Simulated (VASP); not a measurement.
A run of VASP 6.6.1 is set up as follows.

Contents of INCAR:

```
SYSTEM = W
  PREC = Accurate
  ENCUT = 520
  EDIFF = 1E-7
  ISMEAR = 0
  SIGMA = 0.1
  LREAL = .FALSE.
  LASPH = .TRUE.
  NELM = 60
  ALGO = Fast
  ISIF = 3
  LWAVE = .FALSE.
  LCHARG = .FALSE.
  GGA = CA
  IBRION = 2
  NSW = 80
  EDIFFG = -0.002
```

KPOINTS

```
Automatic mesh
0
G
  18 18 18
  0 0 0
```

File POSCAR:

```
W
1.0
   -1.5823450000      1.5823450000      1.5823450000
    1.5823450000     -1.5823450000      1.5823450000
    1.5823450000      1.5823450000     -1.5823450000
W
1
Direct
    0.0000000000      0.0000000000      0.0000000000
```

Potentials or basis: VASP PAW LDA potentials, release 64 (W_sv).

Run with:

```sh
$ cat potpaw_LDA.64/W_sv/POTCAR > POTCAR
$ mpirun -np 1 vasp_std > vasp.out
```

Question: Predict the relaxed cell.

Answer: a = 2.721 Å, b = 2.721 Å, c = 2.721 Å, α = 109.47°, β = 109.47°, γ = 109.47°.

Question: What does it give for the space group after relaxing (to 0.05 Å)?

Answer: Im-3m (No. 229).

Question: Estimate the relaxed volume.

Answer: 15.51 Å³/atom.

Question: What does it give for the band gap on the k mesh?

Answer: None (metal or under the smearing width).

Final structure:
```
W
1.0
    -1.57099    1.57099    1.57099
     1.57099   -1.57099    1.57099
     1.57099    1.57099   -1.57099
W
1
Direct
  0.00000 0.00000 0.00000
```

Spin-orbit coupling is left out, which matters for the levels of W. Zero-point motion and thermal expansion aren't in these numbers.
